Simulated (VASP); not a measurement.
These are optB86b-vdW, VASP's PBE PAW potentials (set 64) (plane waves; VASP) values and carry that method's errors.

Input for VASP

KPOINTS:
```
k-points along high-symmetry lines
15
Line-mode
Reciprocal
  0.000000   0.000000   0.000000 ! GAMMA
  0.000000   0.500000   0.000000 ! X

  0.000000   0.500000   0.000000 ! X
  0.500000   0.500000   0.000000 ! M

  0.500000   0.500000   0.000000 ! M
  0.000000   0.000000   0.000000 ! GAMMA

  0.000000   0.000000   0.000000 ! GAMMA
  0.500000   0.500000   0.500000 ! R

  0.500000   0.500000   0.500000 ! R
  0.000000   0.500000   0.000000 ! X

  0.500000   0.500000   0.500000 ! R
  0.500000   0.500000   0.000000 ! M
```

### POSCAR
```
NiAl
1
    2.8787989907     0.0000000000    -0.0000000000
   -0.0000000000     2.8787989907    -0.0000000000
    0.0000000000     0.0000000000     2.8787989907
Al Ni
1 1
Direct
  0.5000000000   0.5000000000   0.5000000000
  0.0000000000   0.0000000000   0.0000000000
```

### INCAR
```
! general
SYSTEM  =NiAl
PREC    =Accurate
ENCUT   =520
LREAL   =.FALSE.
LASPH   =.TRUE.   ! aspherical one-centre terms
ICHARG  =11   ! fixed density

! electronic loop
EDIFF   =1E-7   ! SCF stop (eV)
NELM    =100   ! most electronic steps
ALGO    =Normal   ! blocked Davidson
LMAXMIX =4

! smearing
ISMEAR  =0   ! Gaussian
SIGMA   =0.05   ! width (eV)

! functional
GGA     =MK
LUSE_VDW=.TRUE.
AGGAC   =0.0
PARAM1  =0.1234
PARAM2  =1.0

! output
LWAVE   =.FALSE.
LCHARG  =.FALSE.
LORBIT  =11
```

POTCAR, in this order: Al Ni (PBE.64 set). Program: vasp_std. Read from the step before: CHGCAR.

The run wrote:

### OSZICAR
```
       N       E                     dE             d eps       ncg     rms          rms(c)
DAV:   1     0.464787070586E+02    0.46479E+02   -0.58372E+03  1808   0.138E+03
DAV:   2    -0.446363720391E+01   -0.50942E+02   -0.47667E+02  1810   0.210E+02
DAV:   3    -0.562659261182E+01   -0.11630E+01   -0.11527E+01  2296   0.411E+01
DAV:   4    -0.564147612549E+01   -0.14884E-01   -0.14879E-01  2356   0.394E+00
DAV:   5    -0.564180450237E+01   -0.32838E-03   -0.32836E-03  2158   0.533E-01
DAV:   6    -0.564182063609E+01   -0.16134E-04   -0.16133E-04  2534   0.999E-02
DAV:   7    -0.564182097202E+01   -0.33594E-06   -0.33574E-06  2086   0.116E-02
DAV:   8    -0.564182099418E+01   -0.22154E-07   -0.22010E-07  1708   0.230E-03
   1 F= -.56418210E+01 E0= -.56416102E+01  d E =-.421628E-03
```

**OUTCAR**
```
 val. band max:       10.9562114748   @ k =   0.4286   0.5000   0.4286

 cond. band min:      11.0191901716   @ k =   0.2500   0.2500   0.0000



 k-point     1 :       0.0000    0.0000    0.0000
  band No.  band energies     occupation
      1      -1.1486      2.00000
      2       6.7416      2.00000
      3       6.7416      2.00000
      4       8.4192      2.00000
      5       8.4192      2.00000
      6       8.4192      2.00000
      7      15.4874      0.00000
      8      15.4874      0.00000
      9      15.4874      0.00000
     10      18.1625      0.00000

 k-point     2 :       0.0000    0.0357    0.0000
  band No.  band energies     occupation
      1      -1.1250      2.00000
      2       6.7404      2.00000
      3       6.7472      2.00000
      4       8.4088      2.00000
      5       8.4088      2.00000
      6       8.4203      2.00000
      7      15.1870      0.00000
      8      15.5187      0.00000
      9      15.5187      0.00000
     10      18.1642      0.00000

 k-point     3 :       0.0000    0.0714    0.0000
  band No.  band energies     occupation
      1      -1.0545      2.00000
      2       6.7351      2.00000
      3       6.7636      2.00000
      4       8.3783      2.00000
      5       8.3783      2.00000
      6       8.4236      2.00000
      7      14.5151      0.00000
      8      15.6118      0.00000
      9      15.6118      0.00000
     10      18.1679      0.00000

 k-point     4 :       0.0000    0.1071    0.0000
  band No.  band energies     occupation
      1      -0.9371      2.00000
      2       6.7215      2.00000
      3       6.7903      2.00000
      4       8.3302      2.00000
      5       8.3302      2.00000
      6       8.4288      2.00000
      7      13.7238      0.00000
      8      15.7645      0.00000
      9      15.7645      0.00000
     10      18.1747      0.00000

 k-point     5 :       0.0000    0.1429    0.0000
  band No.  band energies     occupation
...
```

The density is held fixed in this step, so its total energy and stress have no physical meaning.

The compound is NiAl in the CsCl type structure. It was relaxed first. The run is not spin-polarised, so no magnetic state was tried. The electron count is odd and the run is not spin-polarised, which forces a metal.
